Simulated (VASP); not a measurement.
Data:

```
GaAs
1.0
    0.00000     2.82500     2.82500
    2.82500     0.00000     2.82500
    2.82500     2.82500     0.00000
Ga As
1 1
Direct
  0.00000   0.00000   0.00000
  0.25000   0.25000   0.25000
```

Calculation: PBE GGA, VASP's PBE PAW potentials (set 64) (plane waves; VASP). Run with 300 eV cut-off, 8×8×8 Γ-centred mesh, Fermi-Dirac smearing of 0.010 eV, potentials Ga_d As.

At this cut-off the stress carries a Pulay error, which pulls relaxed volumes low.

Q: Give the stress tensor in GPa (positive for a compressed cell).

A: 
```
3.53  0.00  0.00
0.00  3.53  0.00
0.00  0.00  3.53
```
The pressure is its mean diagonal, 3.53 GPa.

The structure is a typed GaAs crystal (F-43m). The cell was not relaxed at this level.
